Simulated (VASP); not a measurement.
# Si28BC27 (a cell with a defect) in VASP: settings compared, part 2 of 2

VASP 6.6.1. The steps go on from the part before.

## 3. Single point, HSE06

POSCAR

```
Si28BC27                                
1.0
    1.5465940000      8.0363460000      0.0000000000
   -7.7329770000     -2.6787820000      0.0000000000
    0.0000000000      0.0000000000     10.1265810000
  Si              B               C             
    28     1    27
Direct
     0.3334559687575521    0.6668064340006146    0.9398742477407507
     0.1903835543477129    0.2387159126861951    0.9372006921622572
     0.6198003828001453    0.5252233200103067    0.9371130868437583
     0.0483292656050915    0.8097997534230122    0.9371853542857763
     0.4750325618004688    0.0948224085242993    0.9370710200112865
     0.9053814432772652    0.3803781220580452    0.9371473675754100
     0.7613960711173209    0.9517785270376252    0.9371908908449618
     0.5232987125205444    0.9044771015847836    0.4383344208359130
     0.3812119858735392    0.4771537268025213    0.4382309944631960
     0.8111144073706035    0.7620889996679163    0.4372986680725666
     0.2383667263945060    0.0494023253927243    0.4373483291705269
     0.6668854674950497    0.3335905319623896    0.4383132475189881
     0.0960927011529021    0.6192808173140543    0.4381875640200533
     0.9511393864248250    0.1893427586606643    0.4372899891340377
     0.2849213600172262    0.8594913419376690    0.6869795862759493
     0.1414171735476960    0.4262259641624736    0.6870384295433140
     0.5747259607216405    0.7159890601763678    0.6869033089277050
     0.0004366736906494    0.0006195767744322    0.6884420613896676
     0.4300403033845169    0.2890166777807213    0.6887886013954211
     0.8592532280458137    0.5709095254166080    0.6888008999203548
     0.7118537260806124    0.1417330852586229    0.6887906163322292
     0.2853886910898568    0.8581905230846589    0.1886195603433397
     0.1419095923021196    0.4273438815848262    0.1886440019802961
     0.5726917130436469    0.7146513797466207    0.1887125852063499
     0.0000175952326786    0.0000110126476158    0.1871030757390323
     0.4287133820062528    0.2865904065212211    0.1873576387307047
     0.8578833833782369    0.5713282395561629    0.1873963499406555
     0.7135139451422394    0.1422435616615146    0.1873544625141178
     0.3337083848738090    0.6672652653844915    0.7492890989682885
     0.1904766746061678    0.2356879368624044    0.7495441267644867
     0.6235790727153919    0.5253946998987679    0.7494604398482146
     0.0454147059996661    0.8105702559724592    0.7495070208430427
     0.4755128210346072    0.0988819357081710    0.7494449338705674
     0.9020118550089438    0.3773234245232603    0.7495077708308053
     0.7652844442571488    0.9554922786720527    0.7495126045553039
     0.5236714185619764    0.9048744461462347    0.2500930640209206
     0.3811246109278927    0.4764164873125963    0.2500643518359528
     0.8114359395239721    0.7619169829816210    0.2497707376010314
     0.2381264751319184    0.0496147734889749    0.2497996118014927
     0.6667124339316134    0.3334025484710877    0.2497612958410189
     0.0952816494727763    0.6189440669793137    0.2500058992499384
     0.9505019975703393    0.1886211618796313    0.2497536239122029
     0.2851332093563611    0.8596870117356271    0.4979418315837522
     0.1408366609361117    0.4258977338311057    0.4979541614153649
     0.5746384908070739    0.7153580000712305    0.4979032545468031
     0.0001886174791118    0.0003051883246611    0.5003567509825020
     0.4292265764723002    0.2871364683422658    0.5006471875156235
     0.8580456712190317    0.5713316021003325    0.5006235188923303
     0.7134928658131057    0.1425042147612383    0.5006403532143495
     0.2852462247314002    0.8587610653460794    0.0032605709101073
     0.1413983700883049    0.4266580741251487    0.0032469567693012
     0.5734609939899471    0.7148489177056973    0.0033312151199505
     0.0000000059475107    0.0000809778632653    0.0001895982032790
     0.4289888059872136    0.2866653713915868    0.0001638269882760
     0.8576410133780358    0.5711172265786649    0.0001845855535727
     0.7134651675575612    0.1424222481073664    0.0001704374428504
```

INCAR.step1

```
PREC = Normal
ENCUT = 400
EDIFF = 1E-5
ISMEAR = 0
SIGMA = 0.01
LREAL = Auto
LASPH = T
NELM = 80
ALGO = Normal
ISIF = 2
LWAVE = T
LCHARG = F
ICORELEVEL = 1
NELECT = 224.0
GGA = PE
```

INCAR.step2

```
PREC = Normal
ENCUT = 400
EDIFF = 1E-7
ISMEAR = 0
SIGMA = 0.01
LREAL = Auto
LASPH = T
NELM = 80
ALGO = Normal
ISIF = 2
LWAVE = F
LCHARG = F
GGA = PE
LHFCALC = T
HFSCREEN = 0.2
PRECFOCK = Fast
ICORELEVEL = 1
NELECT = 224.0
ISTART = 1
```

KPOINTS

```
Automatic mesh
0
Gamma
  1 1 1
```

Potentials or basis: VASP PAW PBE potentials, release 64 (Si, B, C).

The run is started by

```
$ cat potpaw_PBE.64/Si/POTCAR potpaw_PBE.64/B/POTCAR potpaw_PBE.64/C/POTCAR > POTCAR
$ cp INCAR.step1 INCAR
$ mpirun -np 8 vasp_gam > vasp.out
$ cp INCAR.step2 INCAR
$ mpirun -np 8 vasp_gam > vasp.out
```

OUTCAR:

```text
PREC = Normal
   ENCUT = 400
   EDIFF = 1E-7
   ISMEAR = 0
   LREAL = Auto
   LASPH = T
   NELM = 80
   ISIF = 2
   GGA = PE
   LHFCALC = T
   HFSCREEN = 0.2
   PRECFOCK = Fast
   NELECT = 224.0
   ISTART = 1

 ion  position               nearest neighbor table
   1  0.333  0.667  0.940-  52 1.91  50 1.91  51 1.91  29 1.93   7 3.09   2 3.09   4 3.09   3 3.09
                             5 3.09   6 3.09  22 3.09  24 3.09  23 3.09  16 3.13  17 3.14  15 3.14
   2  0.190  0.239  0.937-  51 1.89  53 1.90  54 1.90  30 1.90   6 3.08  18 3.09  19 3.09   1 3.09
                            16 3.09   5 3.09   4 3.10   7 3.10  25 3.10   3 3.10  26 3.10  23 3.10
[... 558 lines left out ...]
  in kB      -36.3471617    -36.1011830      5.9148173      0.4212903     -0.0029566      0.0408799
  external PRESSURE =     -22.1778425 kB  Pullay stress =       0.0000000 kB

 VOLUME and BASIS-vectors are now :
 -----------------------------------------------------------------------------
  energy-cutoff  :      400.00
  volume of cell :      587.36
      direct lattice vectors                 reciprocal lattice vectors
     1.546594000  8.036346000  0.000000000    -0.046184391  0.133322844  0.000000000
    -7.732977000 -2.678782000  0.000000000    -0.138553173  0.026664545  0.000000000
     0.000000000  0.000000000 10.126581000     0.000000000  0.000000000  0.098750012

 POSITION                                       TOTAL-FORCE (eV/Angst)
 -----------------------------------------------------------------------------------
     -4.64068      0.89354      9.51771        -0.005340     -0.007537      0.120326
     -1.55154      0.89052      9.49064        -0.007718      0.008236      0.054292
     -3.10296      3.57397      9.48975         0.001013      0.004536      0.049015
     -6.18742     -1.78089      9.49048         0.003681      0.000981      0.055554
      0.00142      3.56352      9.48933         0.000681     -0.004534      0.057895
     -1.54120      6.25701      9.49010         0.000544      0.003069      0.044890
[... 48 lines left out ...]
     -3.09001      5.36240      0.00187        -0.013777     -0.000800      0.036032
      0.00209      5.35213      0.00173        -0.009718      0.005876      0.034542
 -----------------------------------------------------------------------------------
    total drift:                               -0.004389      0.003427     -0.025764

  FREE ENERGIE OF THE ION-ELECTRON SYSTEM (eV)
  ---------------------------------------------------
  free  energy   TOTEN  =      -478.4039772518 eV

  energy  without entropy=     -478.4039772518  energy(sigma->0) =     -478.40397725
```

OUTCAR.step1:

```text
PREC = Normal
   ENCUT = 400
   EDIFF = 1E-5
   ISMEAR = 0
   LREAL = Auto
   LASPH = T
   NELM = 80
   ISIF = 2
   NELECT = 224.0
[... 576 lines left out ...]
     -1.54120      6.25701      9.49010        -0.000036      0.003981      0.049098
[... 48 lines left out ...]
     -3.09001      5.36240      0.00187        -0.010853     -0.001065      0.033588
      0.00209      5.35213      0.00173        -0.010808      0.003585      0.032107
 -----------------------------------------------------------------------------------
    total drift:                               -0.004769      0.003507     -0.014382

  FREE ENERGIE OF THE ION-ELECTRON SYSTEM (eV)
  ---------------------------------------------------
  free  energy   TOTEN  =      -410.7045333421 eV

  energy  without entropy=     -410.7045333421  energy(sigma->0) =     -410.70453334
```

It took 66 s on 8 MPI ranks of Intel Xeon Platinum 8488C (Sapphire Rapids), shared host; peak memory 0.37 GiB.

What came out:

```yaml
Free_energy: -478.4040 eV
Largest_force: 0.200 eV/Å
Band_gap_on_the_k_mesh: 4.24 eV, direct
```

Forces in eV/Å, atoms in the order of the input:
```
Si  -0.005 -0.008  0.120
Si  -0.008  0.008  0.054
Si   0.001  0.005  0.049
Si   0.004  0.001  0.056
Si   0.001 -0.005  0.058
Si   0.001  0.003  0.045
Si  -0.010  0.002  0.053
Si   0.004 -0.005  0.047
Si  -0.013  0.006  0.068
Si   0.001  0.000  0.102
Si   0.001 -0.001  0.093
Si  -0.002  0.000  0.054
Si   0.014 -0.001  0.072
Si  -0.007 -0.005  0.101
Si  -0.122 -0.041 -0.139
Si   0.107 -0.087 -0.145
Si   0.041  0.127 -0.122
Si   0.010 -0.015 -0.088
Si  -0.030 -0.041 -0.073
Si  -0.018  0.037 -0.075
Si   0.061  0.000 -0.072
Si  -0.006  0.012 -0.097
Si   0.003  0.001 -0.108
Si  -0.004  0.007 -0.107
Si  -0.007 -0.003 -0.077
Si  -0.017  0.014 -0.112
Si   0.009  0.000 -0.122
Si   0.002 -0.021 -0.109
B    0.005  0.003  0.034
C    0.008  0.078 -0.003
C   -0.024 -0.014  0.014
C    0.093 -0.041  0.003
C    0.025 -0.024  0.015
C    0.010  0.022  0.012
C   -0.071 -0.050 -0.002
C    0.000  0.002 -0.003
C    0.002  0.001 -0.003
C   -0.037 -0.027  0.000
C    0.041 -0.010 -0.005
C   -0.001 -0.001 -0.003
C   -0.009  0.003  0.004
C   -0.016  0.046  0.000
C   -0.003  0.021  0.001
C   -0.012 -0.010 -0.001
C    0.015 -0.010  0.000
C    0.000  0.006  0.012
C    0.028 -0.007  0.015
C   -0.018 -0.014  0.018
C   -0.008  0.015  0.020
C   -0.024  0.021  0.062
C   -0.009 -0.022  0.071
C    0.017  0.011  0.061
C    0.000  0.006  0.043
C    0.003  0.000  0.036
C   -0.014 -0.001  0.036
C   -0.010  0.006  0.035
```

Levels at points of the mesh, in eV from the valence-band top:
| k point | band 108 | band 109 | band 110 | band 111 | band 112 | band 113 | band 114 | band 115 | band 116 | band 117 |
| --- | --- | --- | --- | --- | --- | --- | --- | --- | --- | --- |
| (0.00, 0.00, 0.00) | -0.80 | -0.80 | -0.15 | 0.00 | 0.00 | 4.24 | 4.25 | 4.28 | 4.33 | 4.34 |

Core levels (eV, on the scale of the bands):
```tsv
atom	levels
1 Si	1s -1771.1, 2s -125.0, 2p -81.0
2 Si	1s -1771.9, 2s -125.6, 2p -81.6
3 Si	1s -1771.9, 2s -125.6, 2p -81.6
4 Si	1s -1771.9, 2s -125.6, 2p -81.6
5 Si	1s -1771.9, 2s -125.6, 2p -81.6
6 Si	1s -1771.9, 2s -125.6, 2p -81.6
```

Caveat: the cell is charged against a uniform background, so pressure and absolute levels hang on convention; the cutoff is under 1.25 times the usual one of these potentials, so pressure, stress and relaxed cells hold a basis-set (Pulay) error; the PAW data sets were made with another functional, which shifts forces and pressure a little.
